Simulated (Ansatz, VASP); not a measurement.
# GaSb: VASP beside Ansatz

One calculation is typed for both programs; each brings its own data sets. How far apart do they land? The cell is taken from a series of runs on this material, whose earlier steps may have relaxed, scaled, displaced or heated it; both programs get it as it stands.

Calculated with Ansatz 0.2.0; plane waves, with VASP 6.6.1 beside it; single point at HSE06.

## 1. The starting structure

The structure is cubic, space group F-43m (No. 216). The conventional cell has a = 6.029 Å, b = 6.029 Å, c = 6.029 Å, α = 90.00°, β = 90.00°, γ = 90.00°. Nearest to Sb lie 4 Ga at 2.61 Å. Nearest to Ga lie 4 Sb at 2.61 Å. Farther neighbours are not listed.

As a file:

```xyz
2
Lattice="0.0000 3.0147 3.0147 3.0147 0.0000 3.0147 3.0147 3.0147 0.0000" Properties=species:S:1:pos:R:3 pbc="T T T"
Sb    4.5221    4.5221    4.5221
Ga    0.0000    0.0000    0.0000
```

## 2. VASP: single point, HSE06

A single point gives forces, pressure and levels at one fixed geometry, so differences don't come from the geometry; what else differs is listed under the comparison.

Lines of VASP's logs that name or quote its potential files are left out, and so is its time.

The run reads the wave functions of an earlier VASP run, which isn't shown here.

Input file INCAR:

```
SYSTEM = GaSb
PREC = Accurate
ENCUT = 400
EDIFF = 1E-06
NELM = 100
ISMEAR = -1
SIGMA = 0.02
LREAL = .FALSE.
ALGO = Normal
LHFCALC = .TRUE.
AEXX = 0.25
GGA = PE
HFSCREEN = 0.208
LASPH = .TRUE.
NBANDS = 15
PRECFOCK = Fast
LORBIT = 11
LWAVE = .FALSE.
LCHARG = .FALSE.
KPAR = 8
ISIF = 2
```

Input file POSCAR:

```
GaSb
1.0
    0.0000000000      3.0147438171      3.0147438171
    3.0147438171      0.0000000000      3.0147438171
    3.0147438171      3.0147438171      0.0000000000
Sb Ga
1 1
Direct
    0.7500000000      0.7500000000      0.7500000000
    0.0000000000      0.0000000000      0.0000000000
```

Input file KPOINTS:

```
Automatic mesh
0
Gamma
5 5 5
0 0 0
```

The projector-augmented-wave data sets are Sb and Ga_d (PBE family, release 64).

Run with:

```sh
> mpirun -np 8 vasp_std
```

Numbers of over 12 decimals in the logs are rounded to 6 here.

Log:

```text
[banner, memory and clock lines left out]
running    8 mpi-ranks, on    1 nodes
 distrk:  each k-point on    1 cores,    8 groups
 distr:  one band on    1 cores,    1 groups

 POSCAR found type information on POSCAR SbGa
 POSCAR found :  2 types and       2 ions
|                                                                             |
|           W    W    AA    RRRRR   N    N  II  N    N   GGGG   !!!           |
|           W    W   A  A   R    R  NN   N  II  NN   N  G    G  !!!           |
|           W    W  A    A  R    R  N N  N  II  N N  N  G       !!!           |
|           W WW W  AAAAAA  RRRRR   N  N N  II  N  N N  G  GGG   !            |
|           WW  WW  A    A  R   R   N   NN  II  N   NN  G    G                |
|           W    W  A    A  R    R  N    N  II  N    N   GGGG   !!!           |
|                                                                             |
|     For optimal performance we recommend to set                             |
|       NCORE = 2 up to number-of-cores-per-socket                            |
|     NCORE specifies how many cores store one orbital (NPAR=cpu/NCORE).      |
|     This setting can greatly improve the performance of VASP for DFT.       |
|     The default, NCORE=1 might be grossly inefficient on modern             |
|     multi-core architectures or massively parallel machines. Do your        |
|     Unfortunately you need to use the default for GW and RPA                |
|     calculations (for HF NCORE is supported but not extensively tested      |
|     yet).                                                                   |
|                                                                             |

 LDA part: xc-table for (Slater+PW92), standard interpolation
 found WAVECAR, reading the header
 POSCAR, INCAR and KPOINTS ok, starting setup
 FFT: planning ... GRIDC
 FFT: planning ... GRID_SOFT
 FFT: planning ... GRID
 reading WAVECAR
 the WAVECAR file was read successfully
 initial charge from wavefunction
 entering main loop
       N       E                     dE             d eps       ncg     rms          rms(c)
DAV:   1    -0.886395346652E+01   -0.88640E+01   -0.22979E+00   418   0.161E+01    0.189E+01
DAV:   2    -0.886875501948E+01   -0.48016E-02   -0.69581E-02   428   0.334E+00    0.125E+01
DAV:   3    -0.886645297448E+01    0.23020E-02   -0.53075E-03   385   0.114E+00    0.755E+00
DAV:   4    -0.886576588996E+01    0.68708E-03   -0.62724E-04   342   0.289E-01    0.451E+00
DAV:   5    -0.886556259309E+01    0.20330E-03   -0.16766E-04   328   0.973E-02    0.269E+00
DAV:   6    -0.886550968490E+01    0.52908E-04   -0.40986E-05   363   0.494E-02    0.160E+00
DAV:   7    -0.886549583126E+01    0.13854E-04   -0.87543E-06   328   0.254E-02    0.949E-01
DAV:   8    -0.886549350768E+01    0.23236E-05   -0.24493E-06   335   0.128E-02    0.563E-01
DAV:   9    -0.886549340683E+01    0.10085E-06   -0.82056E-07   263   0.658E-03
   1 F= -.88654934E+01 E0= -.88654934E+01  d E =-.226766E-11
```

From OUTCAR (step 2):

```text
ion  position               nearest neighbor table
   1  0.750  0.750  0.750-   2 2.61   2 2.61   2 2.61   2 2.61
   2  0.000  0.000  0.000-   1 2.61   1 2.61   1 2.61   1 2.61

  LATTYP: Found a face centered cubic cell.
 ALAT       =     6.0294876342

 Subroutine GETGRP returns: Found 24 space group operations
 (whereof 24 operations were pure point group operations)

The static configuration has the point symmetry T_d .

 Found     10 irreducible k-points:

   k-points           NKPTS =     10   k-points in BZ     NKDIM =    125   number of bands    NBANDS=     15

   dimension x,y,z NGX =    28 NGY =   28 NGZ =   28
   dimension x,y,z NGXF=    56 NGYF=   56 NGZF=   56

   ENCUT  =  400.0 eV  29.40 Ry    5.42 a.u.   6.95  6.95  6.95*2*pi/ulx,y,z

   NELECT =      18.0000    total number of electrons

 k-points in reciprocal lattice and weights: Automatic mesh
   0.00000000  0.00000000  0.00000000       0.008
   0.20000000  0.00000000  0.00000000       0.064
   0.40000000  0.00000000  0.00000000       0.064
   0.20000000  0.20000000  0.00000000       0.048
   0.40000000  0.20000000  0.00000000       0.192
  -0.40000000  0.20000000  0.00000000       0.192
  -0.20000000  0.20000000  0.00000000       0.096
   0.40000000  0.40000000  0.00000000       0.048
  -0.40000000  0.40000000  0.00000000       0.096
  -0.40000000  0.40000000  0.20000000       0.192

  exchange ACFDT corr.  =         0.00000000  see jH, gK, PRB 81, 115126

 average (electrostatic) potential at core
       1 -83.3359       2 -58.3683

 E-fermi :   5.3887

 k-point     1 :       0.0000    0.0000    0.0000
  band No.  band energies     occupation
    ...
      5     -12.7430      2.00000
      6      -7.9527      2.00000
      7       4.9278      2.00000
      8       4.9278      2.00000
      9       4.9278      2.00000
     10       6.1567      0.00000
     11       8.4025      0.00000
     12       8.4025      0.00000
     13       8.4025      0.00000
     14      11.6516      0.00000
    ...

 k-point     2 :       0.2000    0.0000    0.0000
  band No.  band energies     occupation
    ...
      5     -12.7437      2.00000
      6      -7.4873      2.00000
      7       1.5098      2.00000
      8       4.3384      2.00000
      9       4.3385      2.00000
     10       6.7358      0.00000
     11       9.1679      0.00000
     12       9.1679      0.00000
     13      10.3825      0.00000
     14      13.1260      0.00000
    ...

 k-point     3 :       0.4000    0.0000    0.0000
  band No.  band energies     occupation
    ...
      5     -12.7435      2.00000
      6      -6.3475      2.00000
      7      -1.6378      2.00000
      8       3.7006      2.00000
      9       3.7006      2.00000
     10       6.1938      0.00000
     11       9.4456      0.00000
     12       9.4456      0.00000
     13      12.3356      0.00000
     14      14.1454      0.00000
    ...

  Total        0.9049052      0.9049052      0.9049052      0.0000000      0.0000000      0.0000000
  in kB       26.4565028     26.4565028     26.4565028      0.0000000      0.0000000      0.0000000
  external PRESSURE =      26.4565028 kB  Pullay stress =       0.0000000 kB

  energy-cutoff  :      400.00
  volume of cell :       54.80
      direct lattice vectors                 reciprocal lattice vectors
     0.000000000  3.014743817  3.014743817    -0.165851572  0.165851572  0.165851572
     3.014743817  0.000000000  3.014743817     0.165851572 -0.165851572  0.165851572
     3.014743817  3.014743817  0.000000000     0.165851572  0.165851572 -0.165851572

 POSITION                                       TOTAL-FORCE (eV/Angst)
 -----------------------------------------------------------------------------------
      4.52212      4.52212      4.52212        -0.000000     -0.000000     -0.000000
      0.00000      0.00000      0.00000         0.000000      0.000000      0.000000
 -----------------------------------------------------------------------------------
    total drift:                               -0.000023     -0.000014     -0.000020

  FREE ENERGIE OF THE ION-ELECTRON SYSTEM (eV)
  ---------------------------------------------------
  free  energy   TOTEN  =        -8.8654934068 eV

  energy  without entropy=       -8.8654934068  energy(sigma->0) =       -8.86549341

 total charge
# of ion       s       p       d       tot
------------------------------------------
    1        1.130   1.599   0.032   2.761
    2        0.856   0.811   9.984  11.650
--------------------------------------------------
tot          1.985   2.410  10.016  14.411

[... 3 further parts left out ...]
```

The gap is read on the k-mesh alone, so it is an upper bound where the band edges lie off the mesh. The k-mesh is coarse for exact exchange; levels may shift by about 0.1 eV on a finer one. The PAW data sets were made with PBE, which is usual practice but a small mismatch for other functionals.

(Continued in part 2 of 2.)

[Lines on the potential files, build, host, timing and source positions are cut from VASP's logs without a mark.]

[Logs are printed without paths, hosts, clocks, repeated set-up lines and the standing remarks that a program may print on its own settings, such as how far it seeks lower states.]

[Hosts, paths, dates, database ids (printed as entryN), source tags and the programs' standing remarks are cut or masked in the printed files.]
